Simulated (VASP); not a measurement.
# Zr3PdSe4 (P-6m2) in VASP: band structure with PBE

Aim: the band structure of Zr3PdSe4 with PBE.

All numbers are computed with VASP 6.6.1; they aren't measurements. Logs are shortened: lines on timing, memory, paths and dates and some standing lists are left out, and cuts for length are marked.

## (1) The crystal as given

The structure is hexagonal, space group P-6m2 (No. 187). Conventional cell: a = 7.164 Å, b = 7.164 Å, c = 3.653 Å, α = 90.00°, β = 90.00°, γ = 120.00°. Around Zr (site symmetry mm2) lie 6 Se at 2.72 to 2.85 Å. Pd (site symmetry -6m2) has 6 Se at 2.75 Å as nearest neighbours. Se (site symmetry mm2) is surrounded by 4 Zr at 2.72 Å and 2 Pd at 2.75 Å. Se (site symmetry -6m2) has 6 Zr at 2.85 Å as nearest neighbours.

The cell was built by a generator and needn't be a form met in nature.

## (2) Band structure, PBE

File POSCAR:

```
Zr3PdSe4
1.0
    7.1639380000      0.0000000000      0.0000000000
   -3.5819690000      6.2041530000      0.0000000000
    0.0000000000      0.0000000000      3.6531700000
Zr Pd Se
3 1 4
Direct
    0.0193760000      0.5096880000      0.0000000000
    0.4903120000      0.9806240000      0.0000000000
    0.4903120000      0.5096880000      0.0000000000
    0.0000000000      0.0000000000      0.0000000000
    0.1661410000      0.8338590000      0.5000000000
    0.1661410000      0.3322820000      0.5000000000
    0.6666670000      0.3333330000      0.5000000000
    0.6677180000      0.8338590000      0.5000000000
```

File INCAR.step1:

```
SYSTEM = Zr3PdSe4
PREC = Accurate
ENCUT = 520
EDIFF = 1E-6
ISMEAR = 0
SIGMA = 0.1
LREAL = .FALSE.
LASPH = .TRUE.
NELM = 60
ALGO = Normal
ISIF = 2
LWAVE = .FALSE.
LCHARG = .TRUE.
LMAXMIX = 4
GGA = PE
```

File KPOINTS.step1:

```
Automatic mesh
0
G
  6 6 8
  0 0 0
```

File INCAR.step2:

```
SYSTEM = Zr3PdSe4
PREC = Accurate
ENCUT = 520
EDIFF = 1E-6
ISMEAR = 0
SIGMA = 0.05
LREAL = .FALSE.
LASPH = .TRUE.
NELM = 60
ALGO = Normal
ISIF = 2
LWAVE = .FALSE.
LCHARG = .FALSE.
LMAXMIX = 4
GGA = PE
ICHARG = 11
```

File KPOINTS.step2:

```
path GMKGALHA,LM,KH
20
line-mode
reciprocal
 0.0000000000  0.0000000000  0.0000000000  G
 0.5000000000  0.0000000000  0.0000000000  M

 0.5000000000  0.0000000000  0.0000000000  M
 0.3333333333  0.3333333333  0.0000000000  K

 0.3333333333  0.3333333333  0.0000000000  K
 0.0000000000  0.0000000000  0.0000000000  G

 0.0000000000  0.0000000000  0.0000000000  G
 0.0000000000  0.0000000000  0.5000000000  A

 0.0000000000  0.0000000000  0.5000000000  A
 0.5000000000  0.0000000000  0.5000000000  L

 0.5000000000  0.0000000000  0.5000000000  L
 0.3333333333  0.3333333333  0.5000000000  H

 0.3333333333  0.3333333333  0.5000000000  H
 0.0000000000  0.0000000000  0.5000000000  A

 0.5000000000  0.0000000000  0.5000000000  L
 0.5000000000  0.0000000000  0.0000000000  M

 0.3333333333  0.3333333333  0.0000000000  K
 0.3333333333  0.3333333333  0.5000000000  H
```

Potentials or basis: VASP PAW PBE potentials, release 64 (Zr_sv, Pd, Se).

Run with:

```bash
cat potpaw_PBE.64/Zr_sv/POTCAR potpaw_PBE.64/Pd/POTCAR potpaw_PBE.64/Se/POTCAR > POTCAR
cp INCAR.step1 INCAR
cp KPOINTS.step1 KPOINTS
mpirun -np 1 vasp_std > vasp.out
cp INCAR.step2 INCAR
cp KPOINTS.step2 KPOINTS
mpirun -np 1 vasp_std > vasp.out
```

OUTCAR:

```text
SYSTEM = Zr3PdSe4
   PREC = Accurate
   ENCUT = 520
   EDIFF = 1E-6
   ISMEAR = 0
   LREAL = .FALSE.
   LASPH = .TRUE.
   NELM = 60
   ISIF = 2
   GGA = PE
   ICHARG = 11

 ion  position               nearest neighbor table
   1  0.019  0.510  0.000-   6 2.72   6 2.72   5 2.72   5 2.72   7 2.85   7 2.85   3 3.37   2 3.37
                             4 3.58   4 3.58   3 3.79   2 3.79
   2  0.490  0.981  0.000-   5 2.72   8 2.72   5 2.72   8 2.72   7 2.85   7 2.85   1 3.37   3 3.37
                             4 3.58   4 3.58   3 3.79   1 3.79
   3  0.490  0.510  0.000-   6 2.72   6 2.72   8 2.72   8 2.72   7 2.85   7 2.85   1 3.37   2 3.37
                             4 3.58   4 3.58   1 3.79   2 3.79
   4  0.000  0.000  0.000-   8 2.75   8 2.75   5 2.75   5 2.75   6 2.75   6 2.75   2 3.58   2 3.58
                             3 3.58   1 3.58   1 3.58   3 3.58
   5  0.166  0.834  0.500-   2 2.72   2 2.72   1 2.72   1 2.72   4 2.75   4 2.75
   6  0.166  0.332  0.500-   1 2.72   3 2.72   1 2.72   3 2.72   4 2.75   4 2.75
   7  0.667  0.333  0.500-   1 2.85   1 2.85   2 2.85   2 2.85   3 2.85   3 2.85
   8  0.668  0.834  0.500-   2 2.72   2 2.72   3 2.72   3 2.72   4 2.75   4 2.75

  LATTYP: Found a hexagonal cell.
 ALAT       =     7.1639380000
 C/A-ratio  =     0.5099388074

  Lattice vectors:

 A1 = (   7.1639380000,   0.0000000000,   0.0000000000)
 A2 = (  -3.5819690000,   6.2041530000,   0.0000000000)
 A3 = (   0.0000000000,   0.0000000000,   3.6531700000)

Analysis of symmetry for initial positions (statically):
=====================================================================
 Subroutine PRICEL returns:
 Original cell was already a primitive cell.

 Routine SETGRP: Setting up the symmetry group for a
 hexagonal supercell.

 Subroutine GETGRP returns: Found 12 space group operations
 (whereof 12 operations were pure point group operations)
 out of a pool of 24 trial point group operations.

The static configuration has the point symmetry D_3h.

Analysis of symmetry for dynamics (positions and initial velocities):
=====================================================================
 Subroutine PRICEL returns:
 Original cell was already a primitive cell.

 Routine SETGRP: Setting up the symmetry group for a
 hexagonal supercell.

 Subroutine GETGRP returns: Found 12 space group operations
 (whereof 12 operations were pure point group operations)
 out of a pool of 24 trial point group operations.

The dynamic configuration has the point symmetry D_3h.

 Subroutine INISYM returns: Found 12 space group operations
 (whereof 12 operations are pure point group operations),
 and found     1 'primitive' translations

----------------------------------------------------------------------------------------

                                     Primitive cell

  volume of cell :     162.3694

  direct lattice vectors                    reciprocal lattice vectors
     7.163938000  0.000000000  0.000000000     0.139588031  0.080591178  0.000000000
    -3.581969000  6.204153000  0.000000000     0.000000000  0.161182356  0.000000000
     0.000000000  0.000000000  3.653170000     0.000000000  0.000000000  0.273734866

  length of vectors
     7.163938000  7.163938607  3.653170000     0.161182370  0.161182356  0.273734866

  position of ions in fractional coordinates (direct lattice)
     0.019376000  0.509688000  0.000000000
     0.490312000  0.980624000  0.000000000
     0.490312000  0.509688000  0.000000000
     0.000000000  0.000000000  0.000000000
     0.166141000  0.833859000  0.500000000
     0.166141000  0.332282000  0.500000000
     0.666667000  0.333333000  0.500000000
     0.667718000  0.833859000  0.500000000

  ion indices of the primitive-cell ions
   primitive index   ion index
                 1           1
                 2           2
                 3           3
                 4           4
                 5           5
                 6           6
                 7           7
                 8           8

----------------------------------------------------------------------------------------

 KPOINTS: path GMKGALHA,LM,KH

Interpolating k-points between supplied coordinates.

 Line segments in fractional coordinates (reciprocal lattice):
    0.000000  0.000000  0.000000  ...  0.500000  0.000000  0.000000
    0.500000  0.000000  0.000000  ...  0.333333  0.333333  0.000000
    0.333333  0.333333  0.000000  ...  0.000000  0.000000  0.000000
    0.000000  0.000000  0.000000  ...  0.000000  0.000000  0.500000
    0.000000  0.000000  0.500000  ...  0.500000  0.000000  0.500000
    0.500000  0.000000  0.500000  ...  0.333333  0.333333  0.500000
    0.333333  0.333333  0.500000  ...  0.000000  0.000000  0.500000
    0.500000  0.000000  0.500000  ...  0.500000  0.000000  0.000000
    0.333333  0.333333  0.000000  ...  0.333333  0.333333  0.500000

 Generated    20 points on each line segment, for a total of    180 k-points:

 Following reciprocal coordinates:
            Coordinates               Weight
  0.000000  0.000000  0.000000      0.005556
  0.026316  0.000000  0.000000      0.005556
  0.052632  0.000000  0.000000      0.005556
  0.078947  0.000000  0.000000      0.005556
  0.105263  0.000000  0.000000      0.005556
  0.131579  0.000000  0.000000      0.005556
[... 16 lines left out ...]
  0.482456  0.035088  0.000000      0.005556
  0.473684  0.052632  0.000000      0.005556
 [... further k-points ...]
   k-points           NKPTS =    180   k-points in BZ     NKDIM =    180   number of bands    NBANDS=     42
   number of dos      NEDOS =    301   number of ions     NIONS =      8
   total plane-waves  NPLWV =  81648
   dimension x,y,z NGX =    54 NGY =   54 NGZ =   28
   dimension x,y,z NGXF=   108 NGYF=  108 NGZF=   56
   ions per type =               3   1   4
   NGX,Y,Z   is equivalent  to a cutoff of  12.53, 12.53, 12.74 a.u.
   NGXF,Y,Z  is equivalent  to a cutoff of  25.06, 25.06, 25.48 a.u.
 SYSTEM =  Zr3PdSe4
   PREC   = accura    normal or accurate (medium, high low for compatibility)
   ISTART =      0    job   : 0-new  1-cont  2-samecut
   ICHARG =     11    charge: 1-file 2-atom 10-const
   ISPIN  =      1    spin polarized calculation?
   LNONCOLLINEAR =      F non collinear calculations
   LSORBIT =      F    spin-orbit coupling
   LASPH  =      T    aspherical Exc in radial PAW
   ENCUT  =  520.0 eV  38.22 Ry    6.18 a.u.  13.32 13.32  6.79*2*pi/ulx,y,z
   NELM   =     60;   NELMIN=  2; NELMDL=  0     # of ELM steps
   EDIFF  = 0.1E-05   stopping-criterion for ELM
   LREAL  =      F    real-space projection
   EDIFFG = 0.1E-04   stopping-criterion for IOM
   NSW    =      0    number of steps for IOM
   IBRION =     -1    ionic relax: 0-MD 1-quasi-New 2-CG
   NFREE  =      0    steps in history (QN), initial steepest desc. (CG)
   ISIF   =      2    stress and relaxation
   ISYM   =      2    0-nonsym 1-usesym 2-fastsym
   POTIM  = 0.5000    time-step for ionic-motion
   TEBEG  =    0.0;   TEEND  =   0.0 temperature during run
   PSTRESS=    0.0 pullay stress
   NELECT =      70.0000    total number of electrons
   NUPDOWN=      -1.0000    fix difference up-down
   EMIN   =  10.00;   EMAX   =-10.00  energy-range for DOS
   EFERMI =   0.00;   METHOD = LEGACY
   ISMEAR =     0;   SIGMA  =   0.05  broadening in eV -4-tet -1-fermi 0-gaus
   EFERMI_NEDOS =   21; number of points for ismear=-14 and -15
   IALGO  =     38    algorithm
   IMIX   =      4    mixing-type and parameters
     AMIX     =   0.40;   BMIX     =  1.00
     AMIX_MAG =   1.60;   BMIX_MAG =  1.00
  volume/ion in A,a.u.               =      20.30       136.97
  Fermi-wavevector in a.u.,A,eV,Ry     =   1.236724  2.337069 20.809923  1.529486
  Thomas-Fermi vector in A             =   2.371321
   LORBIT       =      0    0 simple, 1 ext, 2 COOP (PROOUT), +10 PAW based schemes
   GGA     = PE    functional components
   LHFCALC =     F    Hartree Fock is set to
   AEXX    =    0.0000 exact exchange contribution
   IVDW    =     0    specifies the selected vdW correction
   LEPSILON=     F    determine dielectric tensor
   LRPA    =     F    only Hartree local field effects (RPA)
 non-spin polarized calculation
 Gauss-broadening in eV      SIGMA  =   0.05
  energy-cutoff  :      520.00
  volume of cell :      162.37
 maximum number of plane-waves:      4404
 NGX is ok and might be reduce to    54

 number of electron      70.0000006 magnetization

 Free energy of the ion-electron system (eV)
  ---------------------------------------------------
  ext. energy  EPLUGINS =         0.00000000
  ---------------------------------------------------
  free energy    TOTEN  =       -52.94551885 eV

  energy without entropy =      -52.93178041  energy(sigma->0) =      -52.93864963

 E-fermi :   8.1055     XC(G=0): -10.9838

 val. band max:        8.1051350109   @ k =   0.4737   0.0526   0.5000
 cond. band min:       8.1060162730   @ k =   0.3947   0.0000   0.5000
 fundamental gap:      0.0008812621
 Fermi energy:         8.1054722729

 k-point     1 :       0.0000    0.0000    0.0000
  band No.  band energies     occupation
      1     -41.4504      2.00000
      2     -41.4268      2.00000
      3     -41.4267      2.00000
      4     -19.6553      2.00000
      5     -19.6553      2.00000
      6     -19.5632      2.00000
[... 34 lines left out ...]
     41      10.0645      0.00000
     42      10.7448      0.00000

 k-point     2 :       0.0263    0.0000    0.0000
  band No.  band energies     occupation
      1     -41.4504      2.00000
      2     -41.4268      2.00000
      3     -41.4268      2.00000
      4     -19.6553      2.00000
      5     -19.6551      2.00000
      6     -19.5628      2.00000
[... 979 lines left out ...]
     41       9.7643      0.00000
     42       9.8273      0.00000

 k-point    24 :       0.4737    0.0526    0.0000
  band No.  band energies     occupation
      1     -41.4466      2.00000
      2     -41.4306      2.00000
      3     -41.4268      2.00000
      4     -19.6518      2.00000
      5     -19.6269      2.00000
      6     -19.5282      2.00000
[... 34 lines left out ...]
     41       9.7668      0.00000
     42       9.8144      0.00000

 [... further k-points ...]

------------------------ aborting loop because EDIFF is reached ----------------------------------------

  FORCE on cell =-STRESS in cart. coord.  units (eV):
  Direction    XX          YY          ZZ          XY          YZ          ZX
  --------------------------------------------------------------------------------------
  -------------------------------------------------------------------------------------
  Total        0.1336530      0.1336530      2.0970626      0.0000000      0.0000000      0.0000000
  in kB        1.3188184      1.3188187     20.6927296      0.0000000      0.0000000      0.0000000
  external PRESSURE =       7.7767889 kB  Pullay stress =       0.0000000 kB

 VOLUME and BASIS-vectors are now :
 -----------------------------------------------------------------------------
  energy-cutoff  :      520.00
  volume of cell :      162.37
      direct lattice vectors                 reciprocal lattice vectors
     7.163938000  0.000000000  0.000000000     0.139588031  0.080591178  0.000000000
    -3.581969000  6.204153000  0.000000000     0.000000000  0.161182356  0.000000000
     0.000000000  0.000000000  3.653170000     0.000000000  0.000000000  0.273734866

 POSITION                                       TOTAL-FORCE (eV/Angst)
 -----------------------------------------------------------------------------------
     -1.68688      3.16218      0.00000        -0.088690     -0.051205     -0.000000
      0.00000      6.08394      0.00000         0.000000      0.102410     -0.000000
      1.68688      3.16218      0.00000         0.088690     -0.051205     -0.000000
      0.00000      0.00000      0.00000         0.000000      0.000000      0.000000
     -1.79663      5.17339      1.82658         0.070072     -0.040456      0.000000
      0.00000      2.06153      1.82658         0.000000      0.080912     -0.000000
      3.58197      2.06805      1.82658         0.000000     -0.000000      0.000000
      1.79663      5.17339      1.82658        -0.070072     -0.040456      0.000000
 -----------------------------------------------------------------------------------
    total drift:                               -0.001125      0.000657      0.000000

  FREE ENERGIE OF THE ION-ELECTRON SYSTEM (eV)
  ---------------------------------------------------
  free  energy   TOTEN  =       -52.9455188497 eV

  energy  without entropy=      -52.9317804119  energy(sigma->0) =      -52.93864963
```

It took 18 min on 1 thread of Intel Xeon Platinum 8488C (Sapphire Rapids), shared host; peak memory 1.1 GiB.

What came out:

| Property | Result |
| --- | --- |
| Band gap along the path | none (metal or under the smearing width) |

Levels at the corners of the path, in eV from the Fermi level:
```tsv
point	band 32	band 33	band 34	band 35	band 36	band 37	band 38	band 39
Γ	-2.07	-1.63	-1.63	-0.13	-0.13	0.97	0.97	1.62
M	-1.65	-1.52	-1.45	-0.12	-0.06	0.64	0.71	1.19
M	-1.65	-1.52	-1.45	-0.12	-0.06	0.64	0.71	1.19
K	-1.67	-1.57	-1.19	-0.66	0.53	0.65	0.78	0.84
K	-1.67	-1.57	-1.19	-0.66	0.53	0.65	0.78	0.84
Γ	-2.07	-1.63	-1.63	-0.13	-0.13	0.97	0.97	1.62
Γ	-2.07	-1.63	-1.63	-0.13	-0.13	0.97	0.97	1.62
A	-0.65	-0.65	-0.50	-0.18	-0.18	1.37	1.37	1.77
A	-0.65	-0.65	-0.50	-0.18	-0.18	1.37	1.37	1.77
L	-1.00	-0.96	-0.76	-0.11	-0.01	1.05	1.21	1.82
L	-1.00	-0.96	-0.76	-0.11	-0.01	1.05	1.21	1.82
H	-1.03	-0.92	-0.84	-0.20	0.41	0.58	1.48	1.89
H	-1.03	-0.92	-0.84	-0.20	0.41	0.58	1.48	1.89
A	-0.65	-0.65	-0.50	-0.18	-0.18	1.37	1.37	1.77
L	-1.00	-0.96	-0.76	-0.11	-0.01	1.05	1.21	1.82
M	-1.65	-1.52	-1.45	-0.12	-0.06	0.64	0.71	1.19
K	-1.67	-1.57	-1.19	-0.66	0.53	0.65	0.78	0.84
H	-1.03	-0.92	-0.84	-0.20	0.41	0.58	1.48	1.89
```

Caveat: the log is that of the step along the path at fixed density, whose energy, stress, charges and moments have no meaning.
